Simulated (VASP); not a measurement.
Crystal: PtSe2.

```
Pt Se
1.0
     3.72400    0.00000    0.00000
    -1.86200    3.22508    0.00000
     0.00000    0.00000    5.06200
Pt Se
1 2
Direct
  0.00000 0.00000 0.00000
  0.33333 0.66667 0.25000
  0.66667 0.33333 0.75000
```

| Quantity | Value |
| --- | --- |
| Program | VASP 6.6.1 |
| Task | relaxation of cell and atoms |
| Functional | PBE |
| Dispersion | D3(BJ) |
| Potentials or basis | VASP PAW PBE potentials, release 64 (Pt, Se) |
| Cutoff | 520 eV |
| k mesh | 3 × 3 × 2 |
| Occupations | gaussian, width 0.02 eV |
| Spin | no spin polarisation |

At the start: pressure 3.2 GPa; volume 20.27 Å³/atom.

**Question.** Where does the relaxation end?

**Answer.** Over 18 steps the energy falls by 8.2 meV/atom and the volume is 20.32 Å³/atom (+0.3 %); space group P-3m1 (No. 164, to 0.05 Å).

The path:
| step | energy change (eV) | largest force (eV/Å) | pressure (GPa) | volume (Å³) |
| --- | --- | --- | --- | --- |
| 1 | 0.0000 | 0.5069 | 3.23 | 60.80 |
| 2 | 0.0295 | 0.4333 | -5.32 | 64.46 |
| 3 | -0.0186 | 0.1188 | -0.35 | 62.15 |
| 4 | -0.0186 | 0.1260 | -0.28 | 62.13 |
| 5 | -0.0206 | 0.0973 | -0.21 | 61.89 |
| 6 | -0.0239 | 0.0082 | 0.05 | 61.17 |
| 7 | -0.0241 | 0.0189 | 0.13 | 60.96 |
| 8 | -0.0243 | 0.0489 | -0.36 | 61.09 |
| 9 | -0.0244 | 0.0387 | -0.18 | 61.05 |
| 10 | -0.0244 | 0.0278 | 0.20 | 60.84 |
| 11 | -0.0245 | 0.0021 | 0.03 | 60.93 |
| 12 | -0.0245 | 0.0028 | 0.02 | 60.94 |
| 13 | -0.0245 | 0.0035 | 0.02 | 60.94 |
| 14 | -0.0245 | 0.0211 | -0.08 | 60.99 |
| 15 | -0.0245 | 0.0042 | 0.01 | 60.94 |
| 16 | -0.0245 | 0.0038 | -0.02 | 60.96 |
| 17 | -0.0245 | 0.0038 | -0.01 | 60.96 |
| 18 | -0.0246 | 0.0007 | 0.00 | 60.96 |

Final structure:
```
Pt Se
1.0
     3.75828    0.00000    0.00000
    -1.87914    3.25476    0.00000
     0.00000    0.00000    4.98314
Pt Se
1 2
Direct
  0.00000 0.00000 0.00000
  0.33333 0.66667 0.25709
  0.66667 0.33333 0.74291
```

Caveat: the k mesh is coarse (spacing up to 0.65 Å⁻¹), so the values aren't converged; pairwise dispersion overbinds metals, which lowers pressure and volume.
